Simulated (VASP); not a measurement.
# NaMg6Cr (Amm2) in VASP: reference runs

How does NaMg6Cr come out in PBE? The cell is run as given and disturbed.

Program: VASP 6.6.1. These are calculated values, not measurements. Logs are shortened: lines on timing, memory, paths and dates and some standing lists are left out, and cuts for length are marked.

## (1) Starting point

Symmetry: Amm2, No. 38, orthorhombic system. Conventional cell: a = 5.137 Å, b = 6.427 Å, c = 10.981 Å, α = 90.00°, β = 90.00°, γ = 90.00°. Cr (site symmetry mm2) has 10 Mg at 3.12 to 3.18 Å and 2 Na at 3.21 Å as nearest neighbours. Mg (site symmetry mm2) has 10 Mg at 3.09 to 3.27 Å and 2 Cr at 3.13 Å as nearest neighbours. Around Mg (site symmetry mm2) lie 10 Mg at 3.14 to 3.23 Å and 2 Na at 3.17 Å. Mg (site symmetry m) is surrounded by 8 Mg at 3.07 to 3.35 Å and 2 Cr at 3.12 Å and 2 Na at 3.20 Å. Mg (site symmetry m) has 8 Mg at 3.16 to 3.22 Å and 2 Na at 3.17 to 3.19 Å and 2 Cr at 3.18 Å as nearest neighbours. Na (site symmetry mm2) is surrounded by 10 Mg at 3.17 to 3.20 Å and 2 Cr at 3.21 Å.

The cell comes from a database or a generator and needn't be the stable form of this composition.

## (2) Single point, PBE, collinear spin, ferromagnetic start

File INCAR:

```
SYSTEM = NaMg6Cr
PREC = Accurate
ENCUT = 520
EDIFF = 1E-7
ISMEAR = -1
SIGMA = 0.05
LREAL = .False.
LASPH = .True.
NELM = 150
ALGO = Normal
ISIF = 2
LWAVE = .False.
LCHARG = .True.
ISPIN = 2
MAGMOM = 3 0 0 0 0 0 0 0
LORBIT = 11
LMAXMIX = 4
GGA = PE
LELF = .True.
LVHAR = .True.
NBANDS = 30
```

File KPOINTS:

```
Automatic mesh
0
Gamma
  5 5 5
  0 0 0
```

File POSCAR:

```
NaMg6Cr
1.0
    5.1371790000      0.0000000000      0.0000000000
    0.0000000000      3.2135290000      5.4905750000
    0.0000000000     -3.2135290000      5.4905750000
Cr Mg Na
1 6 1
Direct
    0.5000000000      0.3334740000      0.3334740000
    0.0000000000      0.1711820000      0.1711820000
    0.0000000000      0.6643430000      0.6643430000
    0.0000000000      0.1762410000      0.6543270000
    0.0000000000      0.6543270000      0.1762410000
    0.5000000000      0.3331120000      0.8334700000
    0.5000000000      0.8334700000      0.3331120000
    0.5000000000      0.8338560000      0.8338560000
```

Potentials or basis: VASP PAW PBE potentials, release 64 (Cr_pv, Mg, Na_pv).

Started as:

```bash
> cat potpaw_PBE.64/Cr_pv/POTCAR potpaw_PBE.64/Mg/POTCAR potpaw_PBE.64/Na_pv/POTCAR > POTCAR
> mpirun -np 1 vasp_std > vasp.out
```

OUTCAR:

```text
SYSTEM = NaMg6Cr
   PREC = Accurate
   ENCUT = 520
   EDIFF = 1E-7
   ISMEAR = -1
   LREAL = .False.
   LASPH = .True.
   NELM = 150
   ISIF = 2
   ISPIN = 2
   LORBIT = 11
   GGA = PE

 ion  position               nearest neighbor table
   1  0.500  0.333  0.333-   4 3.12   5 3.12   4 3.12   5 3.12   2 3.13   2 3.13   7 3.18   6 3.18
                             7 3.18   6 3.18
   2  0.000  0.171  0.171-   4 3.09   5 3.09   1 3.13   1 3.13   7 3.18   6 3.18   6 3.18   7 3.18
                             3 3.21   3 3.21   5 3.27   4 3.27
   3  0.000  0.664  0.664-   4 3.14   5 3.14   6 3.16   7 3.16   6 3.16   7 3.16   8 3.17   8 3.17
                             2 3.21   2 3.21   4 3.23   5 3.23
   4  0.000  0.176  0.654-   5 3.07   2 3.09   1 3.12   1 3.12   3 3.14   6 3.16   6 3.16   8 3.20
                             8 3.20   3 3.23   2 3.27   5 3.35
   5  0.000  0.654  0.176-   4 3.07   2 3.09   1 3.12   1 3.12   3 3.14   7 3.16   7 3.16   8 3.20
                             8 3.20   3 3.23   2 3.27   4 3.35
   6  0.500  0.333  0.833-   3 3.16   3 3.16   4 3.16   4 3.16   8 3.17   2 3.18   2 3.18   1 3.18
                             1 3.18   8 3.19   7 3.21   7 3.22
   7  0.500  0.833  0.333-   3 3.16   3 3.16   5 3.16   5 3.16   8 3.17   2 3.18   2 3.18   1 3.18
                             1 3.18   8 3.19   6 3.21   6 3.22
   8  0.500  0.834  0.834-   3 3.17   3 3.17   7 3.17   6 3.17   6 3.19   7 3.19   5 3.20   4 3.20
                             4 3.20   5 3.20

  LATTYP: Found a base centered orthorhombic cell.
 ALAT       =     6.4270580000
 B/A-ratio  =     1.7085811269
 C/A-ratio  =     0.7993049075

  Lattice vectors:

 A1 = (   0.0000000000,   3.2135290000,  -5.4905750000)
 A2 = (   0.0000000000,   3.2135290000,   5.4905750000)
 A3 = (   5.1371790000,   0.0000000000,   0.0000000000)

Analysis of symmetry for initial positions (statically):
=====================================================================
 Subroutine PRICEL returns:
 Original cell was already a primitive cell.

 Routine SETGRP: Setting up the symmetry group for a
 base centered orthorhombic supercell.

 Subroutine GETGRP returns: Found  4 space group operations
 (whereof  4 operations were pure point group operations)
 out of a pool of  8 trial point group operations.

The static configuration has the point symmetry C_2v.

Analysis of symmetry for dynamics (positions and initial velocities):
=====================================================================
 Subroutine PRICEL returns:
 Original cell was already a primitive cell.

 Routine SETGRP: Setting up the symmetry group for a
 base centered orthorhombic supercell.

 Subroutine GETGRP returns: Found  4 space group operations
 (whereof  4 operations were pure point group operations)
 out of a pool of  8 trial point group operations.

The dynamic configuration has the point symmetry C_2v.

Analysis of structural, dynamic, and magnetic symmetry:
=====================================================================
 Subroutine PRICEL returns:
 Original cell was already a primitive cell.

 Routine SETGRP: Setting up the symmetry group for a
 base centered orthorhombic supercell.

 Subroutine GETGRP returns: Found  4 space group operations
 (whereof  4 operations were pure point group operations)
 out of a pool of  8 trial point group operations.

The overall configuration has the point symmetry C_2v.

 Subroutine INISYM returns: Found  4 space group operations
 (whereof  4 operations are pure point group operations),
 and found     1 'primitive' translations

----------------------------------------------------------------------------------------

                                     Primitive cell

  volume of cell :     181.2820

  direct lattice vectors                    reciprocal lattice vectors
     5.137179000  0.000000000  0.000000000     0.194659365  0.000000000  0.000000000
     0.000000000  3.213529000  5.490575000     0.000000000  0.155592185  0.091065143
     0.000000000 -3.213529000  5.490575000     0.000000000 -0.155592185  0.091065143

  length of vectors
     5.137179000  6.361853697  6.361853697     0.194659365  0.180282524  0.180282524

  position of ions in fractional coordinates (direct lattice)
     0.500000000  0.333474000  0.333474000
     0.000000000  0.171182000  0.171182000
     0.000000000  0.664343000  0.664343000
     0.000000000  0.176241000  0.654327000
     0.000000000  0.654327000  0.176241000
     0.500000000  0.333112000  0.833470000
     0.500000000  0.833470000  0.333112000
     0.500000000  0.833856000  0.833856000

  ion indices of the primitive-cell ions
   primitive index   ion index
                 1           1
                 2           2
                 3           3
                 4           4
                 5           5
                 6           6
                 7           7
                 8           8

----------------------------------------------------------------------------------------

 KPOINTS: Automatic mesh

Automatic generation of k-mesh.
 Grid dimensions read from file:
 generate k-points for:    5    5    5

 Generating k-lattice:

  Cartesian coordinates                     Fractional coordinates (reciprocal lattice)
     0.038931873  0.000000000  0.000000000     0.200000000  0.000000000  0.000000000
     0.000000000  0.031118437  0.018213029     0.000000000  0.200000000  0.000000000
     0.000000000 -0.031118437  0.018213029     0.000000000  0.000000000  0.200000000

  Length of vectors
     0.038931873  0.036056505  0.036056505

  Shift w.r.t. Gamma in fractional coordinates (k-lattice)
     0.000000000  0.000000000  0.000000000

 Subroutine IBZKPT returns following result:
 ===========================================

 Found     27 irreducible k-points:

 Following reciprocal coordinates:
            Coordinates               Weight
  0.000000  0.000000  0.000000      1.000000
  0.200000  0.000000  0.000000      2.000000
  0.400000  0.000000  0.000000      2.000000
  0.000000  0.200000  0.000000      4.000000
  0.200000  0.200000  0.000000      8.000000
  0.400000  0.200000  0.000000      8.000000
[... 16 lines left out ...]
  0.200000  0.400000  0.400000      4.000000
  0.400000  0.400000  0.400000      4.000000
 [... further k-points ...]
   k-points           NKPTS =     27   k-points in BZ     NKDIM =     27   number of bands    NBANDS=     30
   number of dos      NEDOS =    301   number of ions     NIONS =      8
   total plane-waves  NPLWV =  92160
   dimension x,y,z NGX =    40 NGY =   48 NGZ =   48
   dimension x,y,z NGXF=    80 NGYF=   96 NGZF=   96
   ions per type =               1   6   1
   NGX,Y,Z   is equivalent  to a cutoff of  12.94, 12.54, 12.54 a.u.
   NGXF,Y,Z  is equivalent  to a cutoff of  25.89, 25.09, 25.09 a.u.
 SYSTEM =  NaMg6Cr
   PREC   = accura    normal or accurate (medium, high low for compatibility)
   ISTART =      0    job   : 0-new  1-cont  2-samecut
   ICHARG =      2    charge: 1-file 2-atom 10-const
   ISPIN  =      2    spin polarized calculation?
   LNONCOLLINEAR =      F non collinear calculations
   LSORBIT =      F    spin-orbit coupling
   LASPH  =      T    aspherical Exc in radial PAW
   ENCUT  =  520.0 eV  38.22 Ry    6.18 a.u.   9.55 11.83 11.83*2*pi/ulx,y,z
   NELM   =    150;   NELMIN=  2; NELMDL= -5     # of ELM steps
   EDIFF  = 0.1E-06   stopping-criterion for ELM
   LREAL  =      F    real-space projection
   EDIFFG = 0.1E-05   stopping-criterion for IOM
   NSW    =      0    number of steps for IOM
   IBRION =     -1    ionic relax: 0-MD 1-quasi-New 2-CG
   NFREE  =      0    steps in history (QN), initial steepest desc. (CG)
   ISIF   =      2    stress and relaxation
   ISYM   =      2    0-nonsym 1-usesym 2-fastsym
   POTIM  = 0.5000    time-step for ionic-motion
   TEBEG  =    0.0;   TEEND  =   0.0 temperature during run
   PSTRESS=    0.0 pullay stress
   NELECT =      31.0000    total number of electrons
   NUPDOWN=      -1.0000    fix difference up-down
   EMIN   =  10.00;   EMAX   =-10.00  energy-range for DOS
   EFERMI =   0.00;   METHOD = LEGACY
   ISMEAR =    -1;   SIGMA  =   0.05  broadening in eV -4-tet -1-fermi 0-gaus
   EFERMI_NEDOS =   21; number of points for ismear=-14 and -15
   IALGO  =     38    algorithm
   IMIX   =      4    mixing-type and parameters
     AMIX     =   0.40;   BMIX     =  1.00
     AMIX_MAG =   1.60;   BMIX_MAG =  1.00
  volume/ion in A,a.u.               =      22.66       152.92
  Fermi-wavevector in a.u.,A,eV,Ry     =   0.908679  1.717154 11.234296  0.825697
  Thomas-Fermi vector in A             =   2.032634
   LORBIT       =     11    0 simple, 1 ext, 2 COOP (PROOUT), +10 PAW based schemes
   GGA     = PE    functional components
   LHFCALC =     F    Hartree Fock is set to
   AEXX    =    0.0000 exact exchange contribution
   IVDW    =     0    specifies the selected vdW correction
   LEPSILON=     F    determine dielectric tensor
   LRPA    =     F    only Hartree local field effects (RPA)
 spin polarized calculation
  energy-cutoff  :      520.00
  volume of cell :      181.28
 maximum number of plane-waves:      4901
 NGX is ok and might be reduce to    40
   NGX = 19   NGY = 23   NGZ = 23

 number of electron      31.0000009 magnetization       4.4446671

 Free energy of the ion-electron system (eV)
  ---------------------------------------------------
  ext. energy  EPLUGINS =         0.00000000
  ---------------------------------------------------
  free energy    TOTEN  =       -18.22675942 eV

  energy without entropy =      -18.19820754  energy(sigma->0) =      -18.21248348

 E-fermi :   2.6685     XC(G=0):  -8.6357

 val. band max:        2.6653687990   @ k =   0.2000   0.2000   0.2000
 cond. band min:       2.6687296860   @ k =   0.4000   0.0000   0.0000
 fundamental gap:      0.0033608870
 Fermi energy:         2.6684537976

 spin component 1

 k-point     1 :       0.0000    0.0000    0.0000
  band No.  band energies     occupation
      1     -41.3509      1.00000
      2     -41.3251      1.00000
      3     -41.3216      1.00000
      4     -21.2766      1.00000
      5     -21.2693      1.00000
      6     -21.2533      1.00000
[... 19 lines left out ...]
     26       6.8067      0.00000
     27       6.9026      0.00000
[... 667 lines left out ...]
      5     -21.2700      1.00000
      6     -21.2533      1.00000
[... 19 lines left out ...]
     26       7.0389      0.00000
     27       7.7706      0.00000

 [... further k-points ...]

 spin component 2

 k-point     1 :       0.0000    0.0000    0.0000
  band No.  band energies     occupation
      1     -37.5651      1.00000
      2     -37.5536      1.00000
      3     -37.5200      1.00000
      4     -21.2799      1.00000
      5     -21.2704      1.00000
      6     -21.2459      1.00000
[... 19 lines left out ...]
     26       7.0311      0.00000
     27       7.0815      0.00000
[... 667 lines left out ...]
      5     -21.2711      1.00000
      6     -21.2459      1.00000
[... 19 lines left out ...]
     26       7.2448      0.00000
     27       8.0150      0.00000

 [... further k-points ...]

 [bands above 27 left out]

------------------------ aborting loop because EDIFF is reached ----------------------------------------

  FORCE on cell =-STRESS in cart. coord.  units (eV):
  Direction    XX          YY          ZZ          XY          YZ          ZX
  --------------------------------------------------------------------------------------
  -------------------------------------------------------------------------------------
  Total       -0.0388429      0.2636364      0.2325557      0.0000000      0.0000000      0.0000000
  in kB       -0.3432947      2.3300280      2.0553359      0.0000000      0.0000000      0.0000000
  external PRESSURE =       1.3473564 kB  Pullay stress =       0.0000000 kB

 VOLUME and BASIS-vectors are now :
 -----------------------------------------------------------------------------
  energy-cutoff  :      520.00
  volume of cell :      181.28
      direct lattice vectors                 reciprocal lattice vectors
     5.137179000  0.000000000  0.000000000     0.194659365  0.000000000  0.000000000
     0.000000000  3.213529000  5.490575000     0.000000000  0.155592185  0.091065143
     0.000000000 -3.213529000  5.490575000     0.000000000 -0.155592185  0.091065143

 POSITION                                       TOTAL-FORCE (eV/Angst)
 -----------------------------------------------------------------------------------
      2.56859      0.00000      3.66193         0.000000      0.000000      0.020029
      0.00000      0.00000      1.87978         0.000000      0.000000     -0.027638
      0.00000      0.00000      7.29525         0.000000      0.000000     -0.016182
      0.00000     -1.53634      4.56030         0.000000     -0.002856     -0.005081
      0.00000      1.53634      4.56030         0.000000      0.002856     -0.005081
      2.56859     -1.60791      6.40521         0.000000     -0.001278      0.003794
      2.56859      1.60791      6.40521         0.000000      0.001278      0.003794
      2.56859      0.00000      9.15670         0.000000      0.000000      0.026367
 -----------------------------------------------------------------------------------
    total drift:                               -0.000000     -0.000000      0.000591

  FREE ENERGIE OF THE ION-ELECTRON SYSTEM (eV)
  ---------------------------------------------------
  free  energy   TOTEN  =       -18.2267594177 eV

  energy  without entropy=      -18.1982075420  energy(sigma->0) =      -18.21248348

 total charge

# of ion       s       p       d       tot
------------------------------------------
    1        0.275   6.125   4.063  10.462
    2        0.203   0.128   0.013   0.344
    3        0.221   0.122   0.010   0.354
    4        0.215   0.125   0.011   0.350
    5        0.215   0.125   0.011   0.350
    6        0.213   0.124   0.010   0.348
    7        0.213   0.124   0.010   0.348
    8        0.110   6.003   0.000   6.113
--------------------------------------------------
tot          1.665  12.877   4.127  18.669

 magnetization (x)

# of ion       s       p       d       tot
------------------------------------------
    1        0.065   0.046   3.744   3.855
    2       -0.009   0.003   0.001  -0.005
    3        0.009   0.000  -0.000   0.008
    4       -0.009   0.003   0.001  -0.005
    5       -0.009   0.003   0.001  -0.005
    6       -0.011  -0.001   0.001  -0.012
    7       -0.011  -0.001   0.001  -0.012
    8       -0.004   0.003   0.000  -0.001
--------------------------------------------------
tot          0.020   0.056   3.750   3.825
```

Run time: 4.1 min. Hardware: 1 thread of Intel Xeon 6975P-C (Granite Rapids), shared host; peak memory 0.5 GiB.

What came out:

| Property | Result |
| --- | --- |
| Free energy | -18.2268 eV |
| Pressure | 0.1 GPa |
| Largest force | 0.028 eV/Å |
| Band gap on the k mesh | none (metal or under the smearing width) |
| Net moment | 4.44 μB per cell |
| Site moments | Cr +3.85; Mg -0.01, +0.01; Na -0.00 μB |
| Valence electrons inside the program's atomic spheres | Cr 10.46; Mg 0.34, 0.35; Na 6.11 |

Forces on the atoms (eV/Å):
```
Cr   0.000  0.000  0.020
Mg   0.000  0.000 -0.028
Mg   0.000  0.000 -0.016
Mg   0.000 -0.003 -0.005
Mg   0.000  0.003 -0.005
Mg   0.000 -0.001  0.004
Mg   0.000  0.001  0.004
Na   0.000  0.000  0.026
```

Stress tensor (GPa, compression positive):
```
-0.03  0.00  0.00
 0.00  0.23  0.00
 0.00  0.00  0.21
```

(Continued in part 2 of 2.)
